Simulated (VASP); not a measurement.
Given:

```
CELL_PARAMETERS angstrom
      4.56234     0.00000     0.00000
     -2.28117     3.95110     0.00000
      0.00000     0.00000     7.44777
ATOMIC_POSITIONS crystal
  Ag 0.33333 0.66667 0.00008
  Ag 0.66667 0.33333 0.50008
  I  0.33333 0.66667 0.37492
  I  0.66667 0.33333 0.87492
```

Method: PBEsol GGA, VASP's PBE PAW potentials (set 64) (plane waves; VASP). Numerical set-up: 480 eV cut-off, 5×5×3 Γ-centred mesh, Gaussian smearing of 0.050 eV, potentials Ag I.

Question: Predict the energy per atom (σ→0).

Answer: 
- energy per atom (σ→0) = -2.726 eV/atom

Total energies compare only between runs with the same potentials, cut-off and functional.

The compound is AgI in the wurtzite structure. It was relaxed first. The start is the result of an earlier pass.
